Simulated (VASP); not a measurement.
Calculation: PBEsol GGA, VASP's PBE PAW potentials (set 64) (plane waves; VASP).

The input files of a VASP run:

### POSCAR
```
BiPbIO2
1.0
 -2.0762430000   2.0762430000   7.0763080000
  2.0762430000  -2.0762430000   7.0763080000
  2.0762430000   2.0762430000  -7.0763080000
Bi Pb I O
1 1 1 2
Cartesian
 -0.0000000000   0.0000000000   4.7300873195
 -0.0000000000   0.0000000000   9.3346409351
 -0.0000000000   0.0000000000  14.0585011036
  0.0000000000   2.0762430000   3.6291553209
  2.0762430000  -0.0000000000   3.6291553209
```

KPOINTS:
```
Automatic mesh
0
Gamma
 6 6 6
0 0 0
```

**INCAR**
```
ALGO=Normal
EDIFF=1E-6
ENCUT=400
GGA=PS
ISIF=2
ISMEAR=-1
LASPH=.TRUE.
LCHARG=.FALSE.
LMAXMIX=4
LREAL=.FALSE.
LWAVE=.FALSE.
NELM=100
PREC=Accurate
SIGMA=0.02
SYSTEM=BiPbIO2
```

POTCAR, in this order: Bi_d Pb_d I O (PBE.64 set). Program: vasp_std.

Output

OSZICAR:
```
       N       E                     dE             d eps       ncg     rms          rms(c)
DAV:   1     0.495489927439E+03    0.49549E+03   -0.20253E+04  1680   0.153E+03
DAV:   2     0.419219718249E+02   -0.45357E+03   -0.43838E+03  1796   0.441E+02
DAV:   3    -0.265182253735E+02   -0.68440E+02   -0.66053E+02  2232   0.186E+02
DAV:   4    -0.298212881720E+02   -0.33031E+01   -0.32795E+01  1964   0.435E+01
DAV:   5    -0.299806376039E+02   -0.15935E+00   -0.15899E+00  2352   0.956E+00    0.114E+01
DAV:   6    -0.261466145405E+02    0.38340E+01   -0.24906E+01  2624   0.471E+01    0.616E+00
DAV:   7    -0.258880197281E+02    0.25859E+00   -0.32344E+00  2248   0.133E+01    0.293E+00
DAV:   8    -0.258907373650E+02   -0.27176E-02   -0.11514E+00  2296   0.642E+00    0.120E+00
DAV:   9    -0.258567670438E+02    0.33970E-01   -0.11486E-01  2600   0.310E+00    0.421E-01
DAV:  10    -0.258594820634E+02   -0.27150E-02   -0.18536E-02  2156   0.100E+00    0.210E-01
DAV:  11    -0.258589299520E+02    0.55211E-03   -0.30412E-03  2744   0.455E-01    0.563E-02
DAV:  12    -0.258589976565E+02   -0.67705E-04   -0.47894E-04  1912   0.133E-01    0.448E-02
DAV:  13    -0.258590025191E+02   -0.48625E-05   -0.59434E-05  2652   0.795E-02    0.902E-03
DAV:  14    -0.258590036391E+02   -0.11200E-05   -0.10748E-05  2316   0.276E-02    0.367E-03
DAV:  15    -0.258590038111E+02   -0.17203E-06   -0.12473E-06  1308   0.886E-03
   1 F= -.25859004E+02 E0= -.25859004E+02  d E =-.788561E-11
```

**OUTCAR**
```
------------------------ aborting loop because EDIFF is reached ----------------------------------------
  FORCE on cell =-STRESS in cart. coord.  units (eV):
  Direction    XX          YY          ZZ          XY          YZ          ZX
  --------------------------------------------------------------------------------------
  Total       -6.6370246     -6.6370246     -5.5018913      0.0000000      0.0000000      0.0000000
  in kB      -87.1487036    -87.1487036    -72.2436213      0.0000000      0.0000000      0.0000000
  external PRESSURE =     -82.1803428 kB  Pullay stress =       0.0000000 kB
  volume of cell :      122.02
      direct lattice vectors                 reciprocal lattice vectors
    -2.076243000  2.076243000  7.076308000     0.000000000  0.240819596  0.070658315
     2.076243000 -2.076243000  7.076308000     0.240819596  0.000000000  0.070658315
     2.076243000  2.076243000 -7.076308000     0.240819596  0.240819596  0.000000000
 POSITION                                       TOTAL-FORCE (eV/Angst)
 -----------------------------------------------------------------------------------
      0.00000      0.00000      4.73009         0.000000      0.000000     -0.975631
      0.00000      0.00000      9.33464         0.000000      0.000000      0.870144
      0.00000      0.00000     14.05850        -0.000000     -0.000000     -0.099990
      0.00000      2.07624      3.62916        -0.000000      0.000000      0.102739
      2.07624      0.00000      3.62916         0.000000     -0.000000      0.102739
 -----------------------------------------------------------------------------------
    total drift:                               -0.000002     -0.000002      0.000880
  FREE ENERGIE OF THE ION-ELECTRON SYSTEM (eV)
  ---------------------------------------------------
  free  energy   TOTEN  =       -25.8590038111 eV

  energy  without entropy=      -25.8590038111  energy(sigma->0) =      -25.85900381
```
(Selected blocks of OUTCAR.)

At this cut-off the stress carries a Pulay error, which pulls relaxed volumes low.

The structure comes from a computed database's BiPbIO2 entry; how it stands against other phases isn't given here. The cell was not relaxed at this level.
